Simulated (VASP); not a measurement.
# GaMo (Fm-3m) in VASP: notebook, part 2 of 2

VASP 6.6.1.

### Step 3. Relaxation of the atoms, LDA

File INCAR:

```
  PREC = Accurate
  ENCUT = 520
  EDIFF = 1E-7
  ISMEAR = -1
  SIGMA = 0.1
  LREAL = False
  LASPH = True
  NELM = 80
  ALGO = Fast
  ISIF = 2
  LWAVE = False
  LCHARG = False
  GGA = CA
  IBRION = 2
  NSW = 100
  EDIFFG = -0.01
```

File KPOINTS:

```
Automatic mesh
0
Gamma
  11 11 11
```

File POSCAR:

```
GaMo
1.0
    0.0000000000      2.6603204900      2.6603204900
    2.6603204900      0.0000000000      2.6603204900
    2.6603204900      2.6603204900      0.0000000000
Mo Ga
1 1
Direct
    0.5000000000      0.5000000000      0.5000000000
    0.0000000000      0.0000000000      0.0000000000
```

Potentials or basis: VASP PAW LDA potentials, release 64 (Mo_sv, Ga_d).

Started as:

```bash
> cat potpaw_LDA.64/Mo_sv/POTCAR potpaw_LDA.64/Ga_d/POTCAR > POTCAR
> mpirun -np 1 vasp_std > vasp.out
```

OUTCAR:

```text
PREC = Accurate
   ENCUT = 520
   EDIFF = 1E-7
   ISMEAR = -1
   LREAL = False
   LASPH = True
   NELM = 80
   ISIF = 2
   GGA = CA
   IBRION = 2
   NSW = 100
   EDIFFG = -0.01

 ion  position               nearest neighbor table
   1  0.500  0.500  0.500-   2 2.66   2 2.66   2 2.66   2 2.66   2 2.66   2 2.66
   2  0.000  0.000  0.000-   1 2.66   1 2.66   1 2.66   1 2.66   1 2.66   1 2.66

  LATTYP: Found a face centered cubic cell.
 ALAT       =     5.3206409800

  Lattice vectors:

 A1 = (   0.0000000000,   2.6603204900,   2.6603204900)
 A2 = (   2.6603204900,   0.0000000000,   2.6603204900)
 A3 = (   2.6603204900,   2.6603204900,   0.0000000000)

Analysis of symmetry for initial positions (statically):
=====================================================================
 Subroutine PRICEL returns:
 Original cell was already a primitive cell.

 Routine SETGRP: Setting up the symmetry group for a
 face centered cubic supercell.

 Subroutine GETGRP returns: Found 48 space group operations
 (whereof 48 operations were pure point group operations)
 out of a pool of 48 trial point group operations.

The static configuration has the point symmetry O_h .

Analysis of symmetry for dynamics (positions and initial velocities):
=====================================================================
 Subroutine PRICEL returns:
 Original cell was already a primitive cell.

 Routine SETGRP: Setting up the symmetry group for a
 face centered cubic supercell.

 Subroutine GETGRP returns: Found 48 space group operations
 (whereof 48 operations were pure point group operations)
 out of a pool of 48 trial point group operations.

The dynamic configuration has the point symmetry O_h .

 Subroutine INISYM returns: Found 48 space group operations
 (whereof 48 operations are pure point group operations),
 and found     1 'primitive' translations
[... 112 lines left out ...]
   IALGO  =     68    algorithm
   IMIX   =      4    mixing-type and parameters
     AMIX     =   0.40;   BMIX     =  1.00
     AMIX_MAG =   1.60;   BMIX_MAG =  1.00
  volume/ion in A,a.u.               =      18.83       127.06
  Fermi-wavevector in a.u.,A,eV,Ry     =   1.465274  2.768966 29.212081  2.147027
  Thomas-Fermi vector in A             =   2.581150
   LORBIT       =      0    0 simple, 1 ext, 2 COOP (PROOUT), +10 PAW based schemes
   GGA     = CA    functional components
   LHFCALC =     F    Hartree Fock is set to
   AEXX    =    0.0000 exact exchange contribution
   IVDW    =     0    specifies the selected vdW correction
   LEPSILON=     F    determine dielectric tensor
   LRPA    =     F    only Hartree local field effects (RPA)
 conjugate gradient relaxation of ions
 non-spin polarized calculation
 RMM-DIIS sequential band-by-band and
  energy-cutoff  :      520.00
  volume of cell :       37.66
 maximum number of plane-waves:      1028
   NGX = 13   NGY = 13   NGZ = 13

 number of electron      26.9999981 magnetization

 Free energy of the ion-electron system (eV)
  ---------------------------------------------------
  ext. energy  EPLUGINS =         0.00000000
  ---------------------------------------------------
  free energy    TOTEN  =       -14.42515906 eV

  energy without entropy =      -14.35347447  energy(sigma->0) =      -14.38931677

 E-fermi :   7.2151     XC(G=0): -11.8931

 val. band max:        7.2120741733   @ k =   0.4545   0.3636   0.0909
 cond. band min:       7.2240989949   @ k =   0.2727   0.1818   0.0000
 fundamental gap:      0.0120248216
 Fermi energy:         7.2150673961

 k-point     1 :       0.0000    0.0000    0.0000
  band No.  band energies     occupation
      1     -53.5558      2.00000
      2     -27.7804      2.00000
      3     -27.7804      2.00000
      4     -27.7804      2.00000
      5      -7.3548      2.00000
      6      -7.3548      2.00000
[... 457 lines left out ...]
      4     -27.7874      2.00000
      5      -7.3292      2.00000
      6      -7.2991      2.00000
[... 9 lines left out ...]
     16      10.3545      0.00000
     17      11.4773      0.00000

 [... further k-points ...]

------------------------ aborting loop because EDIFF is reached ----------------------------------------

  FORCE on cell =-STRESS in cart. coord.  units (eV):
  Direction    XX          YY          ZZ          XY          YZ          ZX
  --------------------------------------------------------------------------------------
  -------------------------------------------------------------------------------------
  Total       -4.7071909     -4.7071909     -4.7071909     -0.0000000     -0.0000000     -0.0000000
  in kB     -200.2813561   -200.2813561   -200.2813561     -0.0000000     -0.0000000     -0.0000000
  external PRESSURE =    -200.2813561 kB  Pullay stress =       0.0000000 kB

 VOLUME and BASIS-vectors are now :
 -----------------------------------------------------------------------------
  energy-cutoff  :      520.00
  volume of cell :       37.66
      direct lattice vectors                 reciprocal lattice vectors
     0.000000000  2.660320490  2.660320490    -0.187947280  0.187947280  0.187947280
     2.660320490  0.000000000  2.660320490     0.187947280 -0.187947280  0.187947280
     2.660320490  2.660320490  0.000000000     0.187947280  0.187947280 -0.187947280

 POSITION                                       TOTAL-FORCE (eV/Angst)
 -----------------------------------------------------------------------------------
      2.66032      2.66032      2.66032         0.000000      0.000000      0.000000
      0.00000      0.00000      0.00000        -0.000000     -0.000000     -0.000000
 -----------------------------------------------------------------------------------
    total drift:                                0.000000      0.000000      0.000000

  FREE ENERGIE OF THE ION-ELECTRON SYSTEM (eV)
  ---------------------------------------------------
  free  energy   TOTEN  =       -14.4251590610 eV

  energy  without entropy=      -14.3534744723  energy(sigma->0) =      -14.38931677

 reached required accuracy - stopping structural energy minimisation
```

CONTCAR:

```text
GaMo
   1.00000000000000
     0.0000000000000000    2.6603204900000001    2.6603204900000001
     2.6603204900000001    0.0000000000000000    2.6603204900000001
     2.6603204900000001    2.6603204900000001    0.0000000000000000
  Mo              Ga
     1     1
Direct
     0.5000000000000000    0.5000000000000000    0.5000000000000000
     0.0000000000000000    0.0000000000000000    0.0000000000000000

  0.00000000E+00  0.00000000E+00  0.00000000E+00
  0.00000000E+00  0.00000000E+00  0.00000000E+00
```

Wall time 48 s (1 thread of Intel Xeon Platinum 8488C (Sapphire Rapids), shared host); peak memory 0.16 GiB.

What came out:

- Free energy: -14.4252 eV
- Pressure after relaxing: -20.0 GPa
- Band gap on the k mesh: none (metal or under the smearing width)

Final structure:
```xyz
2
Lattice="0.0000 2.6603 2.6603 2.6603 0.0000 2.6603 2.6603 2.6603 0.0000" Properties=species:S:1:pos:R:3 pbc="T T T"
Mo    2.6603    2.6603    2.6603
Ga    0.0000    0.0000    0.0000
```

Caveat: the relaxation stopped at its first step, so nothing moved.
